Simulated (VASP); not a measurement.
SiC (zinc blende) is relaxed at rising pressure, each step from the one before. Symmetry mostly holds the structure type, and other phases were not tried. The mesh follows the cell, and a change of mesh leaves a small step in the series.

Here is the system:

```cif
data_C4Si4
_chemical_formula_sum 'Si4 C4'
_space_group_name_H-M_alt 'F-43m'
_space_group_IT_number 216
_space_group_name_Hall 'F -4 2 3'
_cell_length_a 4.37940
_cell_length_b 4.37940
_cell_length_c 4.37940
_cell_angle_alpha 90.000
_cell_angle_beta 90.000
_cell_angle_gamma 90.000
loop_
_atom_site_label
_atom_site_type_symbol
_atom_site_symmetry_multiplicity
_atom_site_Wyckoff_symbol
_atom_site_fract_x
_atom_site_fract_y
_atom_site_fract_z
_atom_site_occupancy
Si1 Si 4 a 0.00000 0.00000 0.00000 1
C1 C 4 d 0.75000 0.75000 0.75000 1
```
(The calculation used a cell of 2 atoms; values per cell refer to that cell.)

Method: PBE GGA, VASP's PBE PAW potentials (set 64) (plane waves; VASP). Numerical set-up: 620 eV cut-off, 10×10×10 Γ-centred mesh, Gaussian smearing of 0.050 eV, potentials Si C.

| P (GPa) | V (Å³/atom) | H − H(0) (eV/atom) | space group | k-mesh |
|---|---|---|---|---|
| 0 | 10.50 | 0.000 | F-43m | 10×10×10 |
| 5 | 10.26 | 0.324 | F-43m | 10×10×10 |
| 10 | 10.05 | 0.641 | F-43m | 11×11×11 |
| 20 | 9.68 | 1.257 | F-43m | 11×11×11 |
| 30 | 9.37 | 1.851 | F-43m | 11×11×11 |
| 45 | 8.97 | 2.710 | F-43m | 11×11×11 |

Pressures at which the relaxation failed are left out.

The compound is SiC in the zinc blende structure.
